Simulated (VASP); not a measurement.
An input for Ansatz (written as the equivalent of a VASP run, and not itself run):

Ansatz 0.2 input:
```yaml
crystal:
  lattice:
    - [0.0000000, 3.1393085, 3.1393085]
    - [3.1393085, 0.0000000, 3.1393085]
    - [3.1393085, 3.1393085, 0.0000000]
  atoms:
    - { symbol: Ba, position: [1.0000000, 0.0000000, 1.0000000] }
    - { symbol: F, position: [0.2500000, 0.2500000, 0.2500000] }
    - { symbol: F, position: [0.7500000, 0.7500000, 0.7500000] }
kpoints:
  mp_grid: { grid: [6, 6, 6] }
hamiltonian:
  xc: pbe
  pseudopotentials: { kind: paw }
scf:
  occupations: { method: gaussian, width: 0.05 }
  max_iter: 100
relax:
  max_steps: 40
  f_tol: 0.02
  cell: {}
output: { forces: true, stress: true, eigenvalues: true }
```

Question: Translate this input to VASP (INCAR, KPOINTS, POSCAR, choice of POTCAR).

Answer: This is not unique; one that fits is 
### KPOINTS
```
Automatic mesh
0
Gamma
 6 6 6
0 0 0
```

INCAR:
```
ENCUT  =  620
LREAL  =  .FALSE.   # projection in real space or not
ALGO  =  Normal
LMAXMIX  =  4   # l cut-off of mixed one-centre charges
EDIFFG  =  -0.02
SIGMA  =  0.05   # width (eV)
NELM  =  100   # most electronic steps
SYSTEM  =  BaF2
IBRION  =  2
LASPH  =  .TRUE.   # aspherical one-centre terms
NSW  =  40
GGA  =  PE
LCHARG  =  .FALSE.
ISIF  =  3   # ions, shape and volume
EDIFF  =  1E-6   # SCF stop (eV)
LWAVE  =  .FALSE.
ISMEAR  =  0   # Gaussian
PREC  =  Accurate
```

**POSCAR**
```
BaF2
1.0
  0.0000000000   3.1393085296   3.1393085296
  3.1393085296   0.0000000000   3.1393085296
  3.1393085296   3.1393085296   0.0000000000
Ba F
1 2
Cartesian
  3.1393085296   6.2786170592   3.1393085296
  1.5696542648   1.5696542648   1.5696542648
  4.7089627944   4.7089627944   4.7089627944
```

POTCAR, in this order: Ba_sv F (PBE.64 set). Program: vasp_std.

The two are equivalent in intent, not identical: each code has its own PAW files, so the cut-off isn't converted (ENCUT is set for VASP's; basis.ecutwfc is left out, and Ansatz then takes the one that its files recommend); Ansatz stops its SCF on the density residual and VASP on the energy change (EDIFF).

The compound is BaF2 in the fluorite structure. It was relaxed first.
